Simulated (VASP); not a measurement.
# A VASP study of FeSi2 (Linzhiite) (optB86b-vdW + U): structure first, properties next, part 4 of 12

What structure does FeSi2 (Linzhiite) take at this level, and what are its properties? The start is a cell from a database of measured crystal structures.

VASP 6.6.1, plane waves and PAW; the level of theory is named at each step.

Still holding for the runs below: A U on the itinerant d states of such a compound is hard to justify; it moves the bands at the Fermi level and favours large moments.

So far, pressure (GPa): step 2 (magnetic order: ferromagnetic) 12.1; step 3 (magnetic order: antiferromagnetic, q = (0, 0, 1/2)) 11.2; step 4 (magnetic order: antiferromagnetic, q = (1/2, 1/2, 1/2)) 4.80.

### 5. Magnetic order: antiferromagnetic, q = (1/2, 1/2, 0)

Level of this step: optB86b-vdW, DFT+U (Fe d 5 eV), spin-polarised from an antiferromagnetic start; plane waves and PAW (Fe, Si) (VASP).

Next, a pattern with opposite moments, which needs a doubled cell; q is given in the reciprocal vectors of the primitive cell.

The input, INCAR:

```
SYSTEM = FeSi2
PREC = Accurate
ENCUT = 400
EDIFF = 1E-06
NELM = 100
ISMEAR = 0
SIGMA = 0.05
LREAL = .FALSE.
ALGO = Normal
GGA = MK
AGGAC = 0
LUSE_VDW = .TRUE.
PARAM1 = 0.1234
PARAM2 = 1
LASPH = .TRUE.
NBANDS = 25
ISPIN = 2
MAGMOM = 3 -3 0 0 0 0
LDAU = .TRUE.
LDAUTYPE = 2
LDAUL = 2 -1
LDAUU = 5 0
LDAUJ = 0 0
LDAUPRINT = 1
LMAXMIX = 4
LORBIT = 11
LWAVE = .FALSE.
LCHARG = .FALSE.
KPAR = 8
ISIF = 2
```

The input, POSCAR:

```
FeSi2
1.0
    5.3920000000      0.0000000000      0.0000000000
    2.6960000000      2.6960000000      0.0000000000
    0.0000000000      0.0000000000      5.1470000000
Fe Si
2 4
Direct
    0.0000000000      0.5000000000      0.0000000000
    0.5000000000      0.5000000000      0.0000000000
    0.0000000000      0.0000000000      0.2717000000
    0.5000000000      0.0000000000      0.2717000000
    0.0000000000      0.0000000000      0.7283000000
    0.5000000000      0.0000000000      0.7283000000
```

The input, KPOINTS:

```
Automatic mesh
0
Gamma
8 8 5
0 0 0
```

Potentials, in the order of the species: Fe and Si (PBE family, release 64).

Run with:

```sh
> mpirun -np 8 vasp_std
```

The program printed:

```text
[... set-up lines as in an earlier step ...]
 entering main loop
       N       E                     dE             d eps       ncg     rms          rms(c)
DAV:   1     0.176354581732E+03    0.17635E+03   -0.11149E+04  4500   0.106E+03
DAV:   2    -0.110782277161E+02   -0.18743E+03   -0.17371E+03  4502   0.257E+02
DAV:   3    -0.227181568977E+02   -0.11640E+02   -0.11006E+02  5876   0.770E+01
DAV:   4    -0.231269535581E+02   -0.40880E+00   -0.40590E+00  5730   0.136E+01
DAV:   5    -0.231425119758E+02   -0.15558E-01   -0.15544E-01  6340   0.257E+00    0.250E+01
DAV:   6    -0.258366540871E+02   -0.26941E+01   -0.34554E+01  6306   0.109E+02    0.218E+01
DAV:   7    -0.213678119275E+02    0.44688E+01   -0.18413E+01  5884   0.927E+01    0.892E+00
DAV:   8    -0.216675508153E+02   -0.29974E+00   -0.18085E+00  6182   0.827E+00    0.454E+00
DAV:   9    -0.216942821224E+02   -0.26731E-01   -0.22995E-01  6980   0.687E+00    0.147E+00
DAV:  10    -0.217542672731E+02   -0.59985E-01   -0.57375E-02  7628   0.292E+00    0.717E-01
DAV:  11    -0.217921695522E+02   -0.37902E-01   -0.38896E-02  7040   0.208E+00    0.342E-01
DAV:  12    -0.217976432982E+02   -0.54737E-02   -0.62749E-03  6541   0.109E+00    0.196E-01
DAV:  13    -0.217994642537E+02   -0.18210E-02   -0.19017E-03  6964   0.485E-01    0.915E-02
DAV:  14    -0.218000939706E+02   -0.62972E-03   -0.10005E-03  7041   0.349E-01    0.432E-02
DAV:  15    -0.218001564143E+02   -0.62444E-04   -0.11591E-04  6488   0.110E-01    0.231E-02
DAV:  16    -0.218001761163E+02   -0.19702E-04   -0.61120E-05  7385   0.885E-02    0.138E-02
DAV:  17    -0.218001807017E+02   -0.45854E-05   -0.85375E-06  6122   0.272E-02    0.453E-03
DAV:  18    -0.218001819653E+02   -0.12636E-05   -0.72539E-07  2893   0.126E-02    0.194E-03
DAV:  19    -0.218001820689E+02   -0.10362E-06   -0.38699E-07  2629   0.635E-03
   1 F= -.21800182E+02 E0= -.21799499E+02  d E =-.136624E-02  mag=    -0.0000
```

Run time: 1.9 min. Hardware: 8 MPI ranks of Intel Xeon Platinum 8259CL at 2.50GHz (Skylake/Cascade Lake), shared host; peak memory 4.1 GiB; 15 min of CPU time.

Parts of OUTCAR (step 5):

```text
   k-points           NKPTS =     45   k-points in BZ     NKDIM =     45   number of bands    NBANDS=     25

   ENCUT  =  400.0 eV  29.40 Ry    5.42 a.u.   8.79  6.22  8.39*2*pi/ulx,y,z

   NELECT =      32.0000    total number of electrons

atom =   1  type =  1  l = 2

 onsite density matrix

spin component  1

  0.8550  0.0000  0.0000 -0.0000  0.0000
  0.0000  0.8605  0.0000  0.0000  0.0000
  0.0000  0.0000  0.8708  0.0000 -0.0000
 -0.0000  0.0000  0.0000  0.8605  0.0000
  0.0000  0.0000 -0.0000  0.0000  0.8326

spin component  2

  0.7988 -0.0000  0.0000  0.0000 -0.0000
 -0.0000  0.6680 -0.0000 -0.0000 -0.0000
  0.0000 -0.0000  0.2719  0.0000 -0.0000
  0.0000 -0.0000  0.0000  0.6680 -0.0000
 -0.0000 -0.0000 -0.0000 -0.0000  0.1457

 occupancies and eigenvectors

  o =  0.1457  v =  0.0000  0.0000  0.0000  0.0000  0.0000  0.0000  0.0000  0.0000 -0.0000  1.0000      0.0000  0.0000  0.0000  0.0000  0.0000  0.0000  0.0000  0.0000  0.0000  0.0000
  o =  0.2719  v =  0.0000  0.0000  0.0000  0.0000  0.0000  0.0000 -0.0000  1.0000  0.0000 -0.0000      0.0000  0.0000  0.0000  0.0000  0.0000  0.0000  0.0000  0.0000  0.0000  0.0000
  o =  0.6680  v =  0.0000  0.0000  0.0000  0.0000  0.0000  0.0000  0.0267  0.0000 -0.9996  0.0000      0.0000  0.0000  0.0000  0.0000  0.0000  0.0000  0.0000  0.0000  0.0000  0.0000
  o =  0.6680  v =  0.0000  0.0000  0.0000  0.0000  0.0000  0.0000 -0.9996 -0.0000 -0.0267  0.0000      0.0000  0.0000  0.0000  0.0000  0.0000  0.0000  0.0000  0.0000  0.0000  0.0000
  o =  0.7988  v =  0.0000  0.0000  0.0000  0.0000  0.0000  1.0000  0.0000  0.0000  0.0000  0.0000      0.0000  0.0000  0.0000  0.0000  0.0000  0.0000  0.0000  0.0000  0.0000  0.0000
  o =  0.8326  v =  0.0000 -0.0000  0.0000  0.0000  1.0000  0.0000  0.0000  0.0000  0.0000  0.0000      0.0000  0.0000  0.0000  0.0000  0.0000  0.0000  0.0000  0.0000  0.0000  0.0000
  o =  0.8550  v =  1.0000  0.0000  0.0000  0.0000  0.0000  0.0000  0.0000  0.0000  0.0000  0.0000      0.0000  0.0000  0.0000  0.0000  0.0000  0.0000  0.0000  0.0000  0.0000  0.0000
  o =  0.8605  v =  0.0000 -0.1433  0.0000  0.9897 -0.0000  0.0000  0.0000  0.0000  0.0000  0.0000      0.0000  0.0000  0.0000  0.0000  0.0000  0.0000  0.0000  0.0000  0.0000  0.0000
  o =  0.8605  v =  0.0000 -0.9897 -0.0000 -0.1433 -0.0000  0.0000  0.0000  0.0000  0.0000  0.0000      0.0000  0.0000  0.0000  0.0000  0.0000  0.0000  0.0000  0.0000  0.0000  0.0000
  o =  0.8708  v =  0.0000  0.0000 -1.0000  0.0000  0.0000  0.0000  0.0000  0.0000  0.0000  0.0000      0.0000  0.0000  0.0000  0.0000  0.0000  0.0000  0.0000  0.0000  0.0000  0.0000

atom =   2  type =  1  l = 2

 onsite density matrix

spin component  1

spin component  2

  0.8550  0.0000  0.0000 -0.0000  0.0000
  0.0000  0.8605  0.0000  0.0000  0.0000
  0.0000  0.0000  0.8708 -0.0000 -0.0000
 -0.0000  0.0000 -0.0000  0.8605  0.0000
  0.0000  0.0000 -0.0000  0.0000  0.8326

 occupancies and eigenvectors

  o =  0.1457  v =  0.0000  0.0000  0.0000 -0.0000  1.0000  0.0000  0.0000  0.0000  0.0000  0.0000      0.0000  0.0000  0.0000  0.0000  0.0000  0.0000  0.0000  0.0000  0.0000  0.0000
  o =  0.2719  v =  0.0000  0.0000  1.0000 -0.0000 -0.0000  0.0000  0.0000  0.0000  0.0000  0.0000      0.0000  0.0000  0.0000  0.0000  0.0000  0.0000  0.0000  0.0000  0.0000  0.0000
  o =  0.6680  v =  0.0000  0.1884 -0.0000 -0.9821 -0.0000  0.0000  0.0000  0.0000  0.0000  0.0000      0.0000  0.0000  0.0000  0.0000  0.0000  0.0000  0.0000  0.0000  0.0000  0.0000
  o =  0.6680  v =  0.0000 -0.9821  0.0000 -0.1884 -0.0000  0.0000  0.0000  0.0000  0.0000  0.0000      0.0000  0.0000  0.0000  0.0000  0.0000  0.0000  0.0000  0.0000  0.0000  0.0000
  o =  0.7988  v =  1.0000  0.0000  0.0000  0.0000  0.0000  0.0000  0.0000  0.0000  0.0000  0.0000      0.0000  0.0000  0.0000  0.0000  0.0000  0.0000  0.0000  0.0000  0.0000  0.0000
  o =  0.8326  v =  0.0000  0.0000  0.0000  0.0000  0.0000  0.0000  0.0000  0.0000  0.0000  1.0000      0.0000  0.0000  0.0000  0.0000  0.0000  0.0000  0.0000  0.0000  0.0000  0.0000
  o =  0.8550  v =  0.0000  0.0000  0.0000  0.0000  0.0000  1.0000  0.0000  0.0000  0.0000  0.0000      0.0000  0.0000  0.0000  0.0000  0.0000  0.0000  0.0000  0.0000  0.0000  0.0000
  o =  0.8605  v =  0.0000  0.0000  0.0000  0.0000  0.0000  0.0000 -0.2211 -0.0000 -0.9752  0.0000      0.0000  0.0000  0.0000  0.0000  0.0000  0.0000  0.0000  0.0000  0.0000  0.0000
  o =  0.8605  v =  0.0000  0.0000  0.0000  0.0000  0.0000  0.0000 -0.9752 -0.0000  0.2211  0.0000      0.0000  0.0000  0.0000  0.0000  0.0000  0.0000  0.0000  0.0000  0.0000  0.0000
  o =  0.8708  v =  0.0000  0.0000  0.0000  0.0000  0.0000  0.0000 -0.0000  1.0000 -0.0000 -0.0000      0.0000  0.0000  0.0000  0.0000  0.0000  0.0000  0.0000  0.0000  0.0000  0.0000

 E-fermi :  10.1118

 spin component 1
 k-point     1 :       0.0000    0.0000    0.0000
  band No.  band energies     occupation
    ...
     12       7.5029      1.00000
     13       7.5031      1.00000
     14       7.9031      1.00000
     15       9.2324      1.00000
     16      10.0815      0.80503
     17      11.5803      0.00000
     18      12.8036      0.00000
     19      12.8413      0.00000
     20      12.8414      0.00000
     21      12.8864      0.00000
    ...

 k-point     2 :       0.1250    0.0000    0.0000
  band No.  band energies     occupation
    ...
     11       6.7838      1.00000
     12       7.4046      1.00000
     13       7.4525      1.00000
     14       7.7619      1.00000
     15       9.5253      1.00000
     16      10.2739      0.00000
     17      11.1912      0.00000
     18      11.8328      0.00000
     19      11.8464      0.00000
     20      12.8871      0.00000
    ...

Total vdW correction in eV:      4.1182428

  Total        2.3521629      2.3521629      2.3147989      0.0000000      0.0000000      0.0000000
  in kB       50.3679229     50.3679229     49.5678306      0.0000000      0.0000000      0.0000000
  external PRESSURE =      50.1012254 kB  Pullay stress =       0.0000000 kB

 POSITION                                       TOTAL-FORCE (eV/Angst)
 -----------------------------------------------------------------------------------
      1.34800      1.34800      0.00000         0.000000     -0.000000      0.000000
      4.04400      1.34800      0.00000         0.000000     -0.000000      0.000000
      0.00000      0.00000      1.39844        -0.000000     -0.000000      0.458204
      2.69600      0.00000      1.39844        -0.000000     -0.000000      0.458204
      0.00000      0.00000      3.74856         0.000000      0.000000     -0.458204
      2.69600      0.00000      3.74856        -0.000000      0.000000     -0.458204
 -----------------------------------------------------------------------------------
    total drift:                                0.000000      0.000000     -0.000000

  FREE ENERGIE OF THE ION-ELECTRON SYSTEM (eV)
  ---------------------------------------------------
  free  energy   TOTEN  =       -21.8001820689 eV

  energy  without entropy=      -21.7988158256  energy(sigma->0) =      -21.79949895

Total vdW correction in eV:      4.1182436

 magnetization (x)
# of ion       s       p       d       tot
------------------------------------------
    1        0.022   0.052   1.725   1.799
    2       -0.022  -0.052  -1.725  -1.799
    3        0.000   0.000   0.000   0.000
    4        0.000   0.000   0.000   0.000
    5        0.000   0.000   0.000   0.000
    6        0.000   0.000   0.000   0.000
--------------------------------------------------
tot          0.000   0.000   0.000   0.000

[... 1 part as in an earlier step ...]

[... 14 further parts left out ...]
```

At this level the cell is under a pressure of 5.0 GPa, so at these settings it is away from equilibrium.

This step gave:

```
irreducible k-points    : 45
free energy (TOTEN)     : -21.80 eV
energy at zero smearing : -21.80 eV
Fermi energy            : 10.11 eV
pressure                : 5.010 GPa
```

Spin moment in the PAW sphere by atom:

| atom | spin moment in the PAW sphere (μB) |
| --- | --- |
| Fe1 | 1.80 |
| Fe2 | -1.80 |
| Si3 | 0.00 |
| Si4 | 0.00 |
| Si5 | 0.00 |
| Si6 | 0.00 |

Force by atom:

```
atom  x (eV/Å)  y (eV/Å)  z (eV/Å)   size
 Fe1     0.000     0.000     0.000  0.000
 Fe2     0.000     0.000     0.000  0.000
 Si3     0.000     0.000     0.458  0.458
 Si4     0.000     0.000     0.458  0.458
 Si5     0.000     0.000    -0.458  0.458
 Si6     0.000     0.000    -0.458  0.458
```

The energy lies -39.7 meV an atom from the first pattern. The run ends antiferromagnetic with a largest moment of 1.80 μB, and the mesh shows no gap.

### 6. The orders side by side

This step: collinear orders at optB86b-vdW, DFT+U (Fe d 5 eV); plane waves and PAW (VASP 6.6.1).

Derived from the runs above.

Patterns, by row:

```csv
start,atoms,energy less that of the first (meV/atom),largest site moment (μB),end state
ferromagnetic,3,0,2.05,ferromagnetic
"antiferromagnetic, q = (0, 0, 1/2)",6,5,2.03,antiferromagnetic
"antiferromagnetic, q = (1/2, 1/2, 1/2)",6,-31.4,1.77,antiferromagnetic
"antiferromagnetic, q = (1/2, 1/2, 0)",6,-39.7,1.8,antiferromagnetic
```

The session goes on in the lowest magnetic state found: antiferromagnetic, q = (1/2, 1/2, 0). The next one lies 8.3 meV an atom higher.

(Continued in part 5 of 12.)

[Lines on the potential files, build, host, timing and source positions are cut from VASP's logs without a mark.]

[Logs are printed without paths, hosts, clocks, repeated set-up lines and the standing remarks that a program may print on its own settings, such as how far it seeks lower states.]

[Hosts, paths, dates, database ids (printed as entryN), source tags and the programs' standing remarks are cut or masked in the printed files.]

[A measured line is paired with the nearest computed mode of its activity, which favours agreement.]
